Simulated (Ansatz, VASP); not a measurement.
**Cross-check of H5C4SN2Cl (H5C4SN2Cl (Cmcm)) between VASP and Ansatz**

Aim: how closely do two programs agree when they are given the same cell, functional and k mesh? The structure shown is the end of the Ansatz relaxation below.

Calculated with Ansatz 0.2.0; plane waves, with VASP 6.6.1 beside it; LDA.

**1. The structure**

The cell holds 104 atoms: 40 H, 32 C, 8 S, 16 N and 8 Cl. Its edges and angles: a = 7.675 Å, b = 13.049 Å, c = 12.348 Å, α = 90.0°, β = 90.0°, γ = 90.0°. It derives from H5C4SN2Cl (Cmcm), repeated 1×1×2. As first built, before any earlier steps moved the atoms or strained the cell (in the runner's words): H5C4SN2Cl, space group Cmcm, measured structure (Crystallography Open Database), 1 x 1 x 2 conventional cells; positions as measured; bonds to H set to neutron lengths (C-H 1.089, N-H 1.015, O-H 0.983, B-H 1.19 A) where the measured ones are shorter.

**2. Ansatz: relaxation, LDA**

Ansatz runs on its default PAW (the set named soft_2) files.

This run makes the geometry at which the two programs are then compared.

The input, input.yaml:

```yaml
crystal:
  lattice:
    - [7.67472, 0.0, 0.0]
    - [0.0, 13.04947, 0.0]
    - [0.0, 0.0, 12.34773]
  atoms:
    - { symbol: H, position: [0.7685, 0.25571, 0.375] }
    - { symbol: H, position: [0.2315, 0.74429, 0.125] }
    - { symbol: H, position: [0.2315, 0.25571, 0.375] }
    - { symbol: H, position: [0.7685, 0.74429, 0.125] }
    - { symbol: H, position: [0.2685, 0.75571, 0.375] }
    - { symbol: H, position: [0.7315, 0.24429, 0.125] }
    - { symbol: H, position: [0.7315, 0.75571, 0.375] }
    - { symbol: H, position: [0.2685, 0.24429, 0.125] }
    - { symbol: H, position: [0.5, 0.97535, 0.375] }
    - { symbol: H, position: [0.5, 0.02465, 0.125] }
    - { symbol: H, position: [0.0, 0.47535, 0.375] }
    - { symbol: H, position: [0.0, 0.52465, 0.125] }
    - { symbol: H, position: [0.77891, 0.07948, 0.375] }
    - { symbol: H, position: [0.22109, 0.92052, 0.125] }
    - { symbol: H, position: [0.22109, 0.07948, 0.375] }
    - { symbol: H, position: [0.77891, 0.92052, 0.125] }
    - { symbol: H, position: [0.27891, 0.57948, 0.375] }
    - { symbol: H, position: [0.72109, 0.42052, 0.125] }
    - { symbol: H, position: [0.72109, 0.57948, 0.375] }
    - { symbol: H, position: [0.27891, 0.42052, 0.125] }
    - { symbol: C, position: [0.5, 0.27368, 0.375] }
    - { symbol: C, position: [0.5, 0.72632, 0.125] }
    - { symbol: C, position: [0.0, 0.77368, 0.375] }
    - { symbol: C, position: [0.0, 0.22632, 0.125] }
    - { symbol: C, position: [0.5, 0.05959, 0.375] }
    - { symbol: C, position: [0.5, 0.94041, 0.125] }
    - { symbol: C, position: [0.0, 0.55959, 0.375] }
    - { symbol: C, position: [0.0, 0.44041, 0.125] }
    - { symbol: C, position: [0.65073, 0.11518, 0.375] }
    - { symbol: C, position: [0.34927, 0.88482, 0.125] }
    - { symbol: C, position: [0.34927, 0.11518, 0.375] }
    - { symbol: C, position: [0.65073, 0.88482, 0.125] }
    - { symbol: C, position: [0.15073, 0.61518, 0.375] }
    - { symbol: C, position: [0.84927, 0.38482, 0.125] }
    - { symbol: C, position: [0.84927, 0.61518, 0.375] }
    - { symbol: C, position: [0.15073, 0.38482, 0.125] }
    - { symbol: S, position: [0.5, 0.40053, 0.375] }
    - { symbol: S, position: [0.5, 0.59947, 0.125] }
    - { symbol: S, position: [0.0, 0.90053, 0.375] }
    - { symbol: S, position: [0.0, 0.09947, 0.125] }
    - { symbol: "N", position: [0.64753, 0.21669, 0.375] }
    - { symbol: "N", position: [0.35247, 0.78331, 0.125] }
    - { symbol: "N", position: [0.35247, 0.21669, 0.375] }
    - { symbol: "N", position: [0.64753, 0.78331, 0.125] }
    - { symbol: "N", position: [0.14753, 0.71669, 0.375] }
    - { symbol: "N", position: [0.85247, 0.28331, 0.125] }
    - { symbol: "N", position: [0.85247, 0.71669, 0.375] }
    - { symbol: "N", position: [0.14753, 0.28331, 0.125] }
    - { symbol: Cl, position: [0.5, 0.19527, 0.125] }
    - { symbol: Cl, position: [0.5, 0.80473, 0.375] }
    - { symbol: Cl, position: [0.0, 0.69527, 0.125] }
    - { symbol: Cl, position: [0.0, 0.30473, 0.375] }
    - { symbol: H, position: [0.7685, 0.25571, 0.875] }
    - { symbol: H, position: [0.2315, 0.74429, 0.625] }
    - { symbol: H, position: [0.2315, 0.25571, 0.875] }
    - { symbol: H, position: [0.7685, 0.74429, 0.625] }
    - { symbol: H, position: [0.2685, 0.75571, 0.875] }
    - { symbol: H, position: [0.7315, 0.24429, 0.625] }
    - { symbol: H, position: [0.7315, 0.75571, 0.875] }
    - { symbol: H, position: [0.2685, 0.24429, 0.625] }
    - { symbol: H, position: [0.5, 0.97535, 0.875] }
    - { symbol: H, position: [0.5, 0.02465, 0.625] }
    - { symbol: H, position: [0.0, 0.47535, 0.875] }
    - { symbol: H, position: [0.0, 0.52465, 0.625] }
    - { symbol: H, position: [0.77891, 0.07948, 0.875] }
    - { symbol: H, position: [0.22109, 0.92052, 0.625] }
    - { symbol: H, position: [0.22109, 0.07948, 0.875] }
    - { symbol: H, position: [0.77891, 0.92052, 0.625] }
    - { symbol: H, position: [0.27891, 0.57948, 0.875] }
    - { symbol: H, position: [0.72109, 0.42052, 0.625] }
    - { symbol: H, position: [0.72109, 0.57948, 0.875] }
    - { symbol: H, position: [0.27891, 0.42052, 0.625] }
    - { symbol: C, position: [0.5, 0.27368, 0.875] }
    - { symbol: C, position: [0.5, 0.72632, 0.625] }
    - { symbol: C, position: [0.0, 0.77368, 0.875] }
    - { symbol: C, position: [0.0, 0.22632, 0.625] }
    - { symbol: C, position: [0.5, 0.05959, 0.875] }
    - { symbol: C, position: [0.5, 0.94041, 0.625] }
    - { symbol: C, position: [0.0, 0.55959, 0.875] }
    - { symbol: C, position: [0.0, 0.44041, 0.625] }
    - { symbol: C, position: [0.65073, 0.11518, 0.875] }
    - { symbol: C, position: [0.34927, 0.88482, 0.625] }
    - { symbol: C, position: [0.34927, 0.11518, 0.875] }
    - { symbol: C, position: [0.65073, 0.88482, 0.625] }
    - { symbol: C, position: [0.15073, 0.61518, 0.875] }
    - { symbol: C, position: [0.84927, 0.38482, 0.625] }
    - { symbol: C, position: [0.84927, 0.61518, 0.875] }
    - { symbol: C, position: [0.15073, 0.38482, 0.625] }
    - { symbol: S, position: [0.5, 0.40053, 0.875] }
    - { symbol: S, position: [0.5, 0.59947, 0.625] }
    - { symbol: S, position: [0.0, 0.90053, 0.875] }
    - { symbol: S, position: [0.0, 0.09947, 0.625] }
    - { symbol: "N", position: [0.64753, 0.21669, 0.875] }
    - { symbol: "N", position: [0.35247, 0.78331, 0.625] }
    - { symbol: "N", position: [0.35247, 0.21669, 0.875] }
    - { symbol: "N", position: [0.64753, 0.78331, 0.625] }
    - { symbol: "N", position: [0.14753, 0.71669, 0.875] }
    - { symbol: "N", position: [0.85247, 0.28331, 0.625] }
    - { symbol: "N", position: [0.85247, 0.71669, 0.875] }
    - { symbol: "N", position: [0.14753, 0.28331, 0.625] }
    - { symbol: Cl, position: [0.5, 0.19527, 0.625] }
    - { symbol: Cl, position: [0.5, 0.80473, 0.875] }
    - { symbol: Cl, position: [0.0, 0.69527, 0.625] }
    - { symbol: Cl, position: [0.0, 0.30473, 0.875] }
kpoints:
  mp_grid: { grid: [1, 1, 1] }
hamiltonian:
  xc: lda
scf:
  occupations: { method: gaussian, width: 0.025 }
output:
  forces: true
  eigenvalues: true
  stress: true
relax:
  f_tol: 0.05
  max_steps: 70
```

Launch:

```bash
ansatz run input.yaml --threads 4 --pin off --max-ram 8192MiB --backend cpu --events-out ev --progress --plain --runs-dir out
```

Numbers of over 12 decimals in the logs are rounded to 6 here.

Log:

```text
Warning: output.stress: scf.convergence.dr2_threshold = 1e-7 eV (the SCF's general default) is looser than the 1.04e-8 eV advised for a printed stress (1e-10 eV for each atom of the cell: 104). What an SCF threshold leaves in a stress goes as its square root, and in the free energy as the threshold itself, and one threshold admits the most on a small cell: [figures from the program's tests cut] Every solve of this ru [...]
Engine: ansatz 0.2.0, x86_64-unknown-linux-gnu
Pseudopotentials: kind: paw
Pseudopotential: H, paw, valence charge 1, recommended cutoff 420 eV (normal), H.paw.azcp
Pseudopotential: C, paw, valence charge 4, recommended cutoff 420 eV (normal), C.paw.azcp
Pseudopotential: S, paw, valence charge 6, recommended cutoff 420 eV (normal), S.paw.azcp
Pseudopotential: N, paw, valence charge 5, recommended cutoff 420 eV (normal), N.paw.azcp
Pseudopotential: Cl, paw, valence charge 7, recommended cutoff 420 eV (normal), Cl.paw.azcp
Functional definition: SPW92
  exchange = slater_x
  correlation = pw_c
Crystal: 104 atoms, lattice volume = 1236.638 Å³
Basis set: ecut = 420 eV, 24215 PW (Γ)
Bands: 280, of which v1, the nominal top of the filled ones, is band 176 counted from 1 (175 counted from 0)
Symmetry: 32 space group operations
Space group: Cmcm (ITA 63), of the structure as read, at distance tolerance 1.1e-4 Å
k-points: 1
Non-local potential: H, projectors of the file, l = 0: 2, l = 1: 1
Non-local potential: C, projectors of the file, l = 0: 2, l = 1: 2, l = 2: 1
Non-local potential: S, projectors of the file, l = 0: 2, l = 1: 2, l = 2: 2
Non-local potential: N, projectors of the file, l = 0: 2, l = 1: 2, l = 2: 1
Non-local potential: Cl, projectors of the file, l = 0: 2, l = 1: 2, l = 2: 2
PAW form: soft (Blöchl's): semilocal exchange-correlation on the pseudo side does not see the compensation charge
PAW frozen core: C, regenerated for the run's functional, and the local potential with it (the file was generated under x = pbe(κ = 0.804, μ = 0.219515), c = pbe(β = 0.066725))
PAW frozen core: S, regenerated for the run's functional, and the local potential with it (the file was generated under x = pbe(κ = 0.804, μ = 0.219515), c = pbe(β = 0.066725))
PAW frozen core: N, regenerated for the run's functional, and the local potential with it (the file was generated under x = pbe(κ = 0.804, μ = 0.219515), c = pbe(β = 0.066725))
PAW frozen core: Cl, regenerated for the run's functional, and the local potential with it (the file was generated under x = pbe(κ = 0.804, μ = 0.219515), c = pbe(β = 0.066725))
PAW one-centre angular grid: H, 110 points (default); XC on 64 Gauss nodes
PAW one-centre angular grid: C, 110 points (default); XC on 64 Gauss nodes
PAW one-centre angular grid: S, 110 points (default); XC on 64 Gauss nodes
PAW one-centre angular grid: N, 110 points (default); XC on 64 Gauss nodes
PAW one-centre angular grid: Cl, 110 points (default); XC on 64 Gauss nodes
Initial density: superposition of atomic densities (neutral atoms: chi_scale 0, normalization atom), corrected by the library's trained network
Initial wavefunctions: pseudopotential atomic-orbital guess
Functional: x = slater, c = lda
SCF iter   1: F=—  HF=-29702.036650 eV  |F-HF|=—  |Δ(HF+E_count)|=         —  Δρ=1.00e-2  dr2=1.63e0  ethr=1.77e-3  ⟨swp⟩=6.0  Hψ=1275  notcnv=0  defer=37
preconditioner: auto → Resta (q_TF=auto, 2.213 Å⁻¹)  ε∞=2.8  [insulator: Δε(μ)=2.215 eV  Ē_g=14.795 eV  σ=0.025 eV  W_gap=1.00  n_scr=224 (ndim 8)  ℏωp=19.8 eV  f_vac=0.097  D(μ)=0.00/eV (n_scr^D=0)  ε∞_Penn≈2.8]
SCF iter   2: F=—  HF=-29701.598426 eV  |F-HF|=—  |Δ(HF+E_count)|=   4.38e-1  Δρ=5.24e-3  dr2=2.54e-1  ethr=4.64e-4  ⟨swp⟩=3.0  Hψ=499  notcnv=0  defer=95
SCF iter   3: F=—  HF=-29701.530112 eV  |F-HF|=—  |Δ(HF+E_count)|=   6.83e-2  Δρ=2.06e-3  dr2=6.82e-2  ethr=7.23e-5  ⟨swp⟩=2.0  Hψ=314  notcnv=0  defer=95
SCF iter   4: F=—  HF=-29701.513827 eV  |F-HF|=—  |Δ(HF+E_count)|=   1.63e-2  Δρ=6.20e-4  dr2=5.26e-3  ethr=1.94e-5  ⟨swp⟩=2.0  Hψ=362  notcnv=0  defer=95
[...]
--- Relaxed structure (3 steps of the walk, 3 accepted, 0 SCFs on fresh bases) ---
  F+E_penalty+E_count = -29701.63610638 eV   max|allowed force component| = 4.769e-2 eV/Å
  atoms:
    - { symbol: H, position: [0.770707, 0.254194, 0.375000] }
    - { symbol: H, position: [0.229293, 0.745806, 0.125] }
    - { symbol: H, position: [0.229293, 0.254194, 0.375000] }
    - { symbol: H, position: [0.770707, 0.745806, 0.125] }
    - { symbol: H, position: [0.270707, 0.754194, 0.375000] }
    - { symbol: H, position: [0.729293, 0.245806, 0.125] }
    - { symbol: H, position: [0.729293, 0.754194, 0.375000] }
    - { symbol: H, position: [0.270707, 0.245806, 0.125] }
    - { symbol: H, position: [0.5, 0.973737, 0.375000] }
    - { symbol: H, position: [0.5, 0.026263, 0.125] }
    - { symbol: H, position: [0, 0.473737, 0.375000] }
    - { symbol: H, position: [0, 0.526263, 0.125] }
    - { symbol: H, position: [0.781628, 0.077801, 0.375000] }
    - { symbol: H, position: [0.218372, 0.922199, 0.125] }
    - { symbol: H, position: [0.218372, 0.077801, 0.375000] }
    - { symbol: H, position: [0.781628, 0.922199, 0.125] }
    - { symbol: H, position: [0.281628, 0.577801, 0.375000] }
    - { symbol: H, position: [0.718372, 0.422199, 0.125] }
    - { symbol: H, position: [0.718372, 0.577801, 0.375000] }
    - { symbol: H, position: [0.281628, 0.422199, 0.125] }
    - { symbol: C, position: [0.5, 0.271971, 0.375000] }
    - { symbol: C, position: [0.5, 0.728029, 0.125] }
    - { symbol: C, position: [0, 0.771971, 0.375000] }
    - { symbol: C, position: [0, 0.228029, 0.125] }
    - { symbol: C, position: [0.5, 0.057957, 0.375000] }
    - { symbol: C, position: [0.5, 0.942043, 0.125] }
    - { symbol: C, position: [0, 0.557957, 0.375000] }
    - { symbol: C, position: [0, 0.442043, 0.125] }
    - { symbol: C, position: [0.652179, 0.113525, 0.375000] }
    - { symbol: C, position: [0.347821, 0.886475, 0.125] }
    - { symbol: C, position: [0.347821, 0.113525, 0.375000] }
    - { symbol: C, position: [0.652179, 0.886475, 0.125] }
    - { symbol: C, position: [0.152179, 0.613525, 0.375000] }
    - { symbol: C, position: [0.847821, 0.386475, 0.125] }
    - { symbol: C, position: [0.847821, 0.613525, 0.375000] }
    - { symbol: C, position: [0.152179, 0.386475, 0.125] }
    - { symbol: S, position: [0.5, 0.398923, 0.375000] }
    - { symbol: S, position: [0.5, 0.601077, 0.125] }
    - { symbol: S, position: [0, 0.898923, 0.375000] }
    - { symbol: S, position: [0, 0.101077, 0.125] }
    - { symbol: N, position: [0.648838, 0.214979, 0.375000] }
    - { symbol: N, position: [0.351162, 0.785021, 0.125] }
    - { symbol: N, position: [0.351162, 0.214979, 0.375000] }
    - { symbol: N, position: [0.648838, 0.785021, 0.125] }
    - { symbol: N, position: [0.148838, 0.714979, 0.375000] }
    - { symbol: N, position: [0.851162, 0.285021, 0.125] }
    - { symbol: N, position: [0.851162, 0.714979, 0.375000] }
    - { symbol: N, position: [0.148838, 0.285021, 0.125] }
    - { symbol: Cl, position: [0.5, 0.194305, 0.125] }
    - { symbol: Cl, position: [0.5, 0.805695, 0.375000] }
    - { symbol: Cl, position: [0, 0.694305, 0.125] }
    - { symbol: Cl, position: [0, 0.305695, 0.375000] }
    - { symbol: H, position: [0.770707, 0.254194, 0.875000] }
    - { symbol: H, position: [0.229293, 0.745806, 0.625] }
    - { symbol: H, position: [0.229293, 0.254194, 0.875000] }
    - { symbol: H, position: [0.770707, 0.745806, 0.625] }
[...]
- { symbol: H, position: [0.781628, 0.077801, 0.875000] }
    - { symbol: H, position: [0.218372, 0.922199, 0.625] }
    - { symbol: H, position: [0.218372, 0.077801, 0.875000] }
    - { symbol: H, position: [0.781628, 0.922199, 0.625] }
    - { symbol: H, position: [0.281628, 0.577801, 0.875000] }
    - { symbol: H, position: [0.718372, 0.422199, 0.625] }
    - { symbol: H, position: [0.718372, 0.577801, 0.875000] }
    - { symbol: H, position: [0.281628, 0.422199, 0.625] }
    - { symbol: C, position: [0.5, 0.271971, 0.875000] }
    - { symbol: C, position: [0.5, 0.728029, 0.625] }
    - { symbol: C, position: [0, 0.771971, 0.875000] }
    - { symbol: C, position: [0, 0.228029, 0.625] }
    - { symbol: C, position: [0.5, 0.057957, 0.875000] }
    - { symbol: C, position: [0.5, 0.942043, 0.625] }
    - { symbol: C, position: [0, 0.557957, 0.875000] }
    - { symbol: C, position: [0, 0.442043, 0.625] }
    - { symbol: C, position: [0.652179, 0.113525, 0.875000] }
    - { symbol: C, position: [0.347821, 0.886475, 0.625] }
    - { symbol: C, position: [0.347821, 0.113525, 0.875000] }
    - { symbol: C, position: [0.652179, 0.886475, 0.625] }
    - { symbol: C, position: [0.152179, 0.613525, 0.875000] }
    - { symbol: C, position: [0.847821, 0.386475, 0.625] }
    - { symbol: C, position: [0.847821, 0.613525, 0.875000] }
    - { symbol: C, position: [0.152179, 0.386475, 0.625] }
    - { symbol: S, position: [0.5, 0.398923, 0.875000] }
    - { symbol: S, position: [0.5, 0.601077, 0.625] }
    - { symbol: S, position: [0, 0.898923, 0.875000] }
    - { symbol: S, position: [0, 0.101077, 0.625] }
    - { symbol: N, position: [0.648838, 0.214979, 0.875000] }
    - { symbol: N, position: [0.351162, 0.785021, 0.625] }
    - { symbol: N, position: [0.351162, 0.214979, 0.875000] }
    - { symbol: N, position: [0.648838, 0.785021, 0.625] }
    - { symbol: N, position: [0.148838, 0.714979, 0.875000] }
    - { symbol: N, position: [0.851162, 0.285021, 0.625] }
    - { symbol: N, position: [0.851162, 0.714979, 0.875000] }
    - { symbol: N, position: [0.148838, 0.285021, 0.625] }
    - { symbol: Cl, position: [0.5, 0.194305, 0.625] }
    - { symbol: Cl, position: [0.5, 0.805695, 0.875000] }
    - { symbol: Cl, position: [0, 0.694305, 0.625] }
    - { symbol: Cl, position: [0, 0.305695, 0.875000] }
```

The column dr2 measures how far the density is from self-consistency, as an energy; F and HF (Harris–Foulkes) agree once it is small.

**3. VASP: single point, LDA, pair 1**

The same cell, functional (in two slightly different forms), mesh and smearing now go to VASP, with its own data sets.

Lines of VASP's logs that name or quote its potential files are left out, and so is its time.

The input, INCAR:

```
SYSTEM = H5C4SN2Cl
PREC = Accurate
ENCUT = 600
EDIFF = 1E-06
NELM = 120
ISMEAR = 0
SIGMA = 0.025
LREAL = Auto
ALGO = Normal
GGA = PW92
NBANDS = 248
LORBIT = 11
LWAVE = .FALSE.
LCHARG = .FALSE.
ISIF = 2
LASPH = .TRUE.
GGA_COMPAT = .FALSE.
EFERMI = MIDGAP
NCORE = 2
```

The input, POSCAR:

```
H5C4SN2Cl
1.0
    7.6747200000      0.0000000000      0.0000000000
    0.0000000000     13.0494700000      0.0000000000
    0.0000000000      0.0000000000     12.3477300000
H C S N Cl
40 32 8 16 8
Direct
    0.7707100000      0.2541900000      0.3750000000
    0.2292900000      0.7458100000      0.1250000000
    0.2292900000      0.2541900000      0.3750000000
    0.7707100000      0.7458100000      0.1250000000
    0.2707100000      0.7541900000      0.3750000000
    0.7292900000      0.2458100000      0.1250000000
    0.7292900000      0.7541900000      0.3750000000
    0.2707100000      0.2458100000      0.1250000000
    0.5000000000      0.9737400000      0.3750000000
    0.5000000000      0.0262600000      0.1250000000
    0.0000000000      0.4737400000      0.3750000000
    0.0000000000      0.5262600000      0.1250000000
    0.7816300000      0.0778000000      0.3750000000
    0.2183700000      0.9222000000      0.1250000000
    0.2183700000      0.0778000000      0.3750000000
    0.7816300000      0.9222000000      0.1250000000
    0.2816300000      0.5778000000      0.3750000000
    0.7183700000      0.4222000000      0.1250000000
    0.7183700000      0.5778000000      0.3750000000
    0.2816300000      0.4222000000      0.1250000000
    0.7707100000      0.2541900000      0.8750000000
    0.2292900000      0.7458100000      0.6250000000
    0.2292900000      0.2541900000      0.8750000000
    0.7707100000      0.7458100000      0.6250000000
    0.2707100000      0.7541900000      0.8750000000
    0.7292900000      0.2458100000      0.6250000000
    0.7292900000      0.7541900000      0.8750000000
    0.2707100000      0.2458100000      0.6250000000
    0.5000000000      0.9737400000      0.8750000000
    0.5000000000      0.0262600000      0.6250000000
[... 68 atom lines left out ...]
    0.0000000000      0.6943100000      0.1250000000
    0.0000000000      0.3056900000      0.3750000000
    0.5000000000      0.1943100000      0.6250000000
    0.5000000000      0.8056900000      0.8750000000
    0.0000000000      0.6943100000      0.6250000000
    0.0000000000      0.3056900000      0.8750000000
```

The input, KPOINTS:

```
Automatic mesh
0
Gamma
1 1 1
0 0 0
```

Potentials, in the order of the species: H, C, S, N and Cl (LDA family, release 64).

Launch:

```bash
mpirun -np 8 vasp_gam
```

Log:

```text
[banner, memory and clock lines left out]
running    8 mpi-ranks, on    1 nodes
[...]
|                                                                             |
|               ----> ADVICE to this user running VASP <----                  |
|                                                                             |
|     You enforced a specific xc type in the INCAR file but a different       |
|     [... a line on the potential file left out ...]
|     I HOPE YOU KNOW WHAT YOU ARE DOING!                                     |
|                                                                             |

 LDA part: xc-table for (Slater(with rela. corr.)+PW92), standard interpolation
 POSCAR, INCAR and KPOINTS ok, starting setup
[...]
entering main loop
       N       E                     dE             d eps       ncg     rms          rms(c)
DAV:   1     0.338649046132E+04    0.33865E+04   -0.19450E+05   496   0.149E+03
DAV:   2    -0.222138935504E+03   -0.36086E+04   -0.34146E+04   768   0.316E+02
DAV:   3    -0.705154704795E+03   -0.48302E+03   -0.47495E+03   616   0.122E+02
DAV:   4    -0.720226125784E+03   -0.15071E+02   -0.15018E+02   616   0.229E+01
[...]
DAV:  13    -0.676344597249E+03   -0.74473E-04   -0.11693E-04   616   0.229E-02    0.390E-02
DAV:  14    -0.676344608932E+03   -0.11684E-04   -0.40759E-05   568   0.109E-02    0.121E-02
DAV:  15    -0.676344609072E+03   -0.13928E-06   -0.37543E-06   544   0.464E-03
   1 F= -.67634461E+03 E0= -.67634461E+03  d E =0.000000E+00
```

From OUTCAR (step 3):

```text
  FREE ENERGIE OF THE ION-ELECTRON SYSTEM (eV)
  ---------------------------------------------------
  free  energy   TOTEN  =      -676.3446090717 eV

  energy  without entropy=     -676.3446090717  energy(sigma->0) =     -676.34460907
```

The run ends at a pressure of 0.26 GPa, with forces up to 0.28 eV/Å.

(Continued in part 2 of 2.)

[Lines on the potential files, build, host, timing and source positions are cut from VASP's logs without a mark.]

[Logs are printed without paths, hosts, clocks, repeated set-up lines and the standing remarks that a program may print on its own settings, such as how far it seeks lower states.]

[Hosts, paths, dates, database ids (printed as entryN), source tags and the programs' standing remarks are cut or masked in the printed files.]
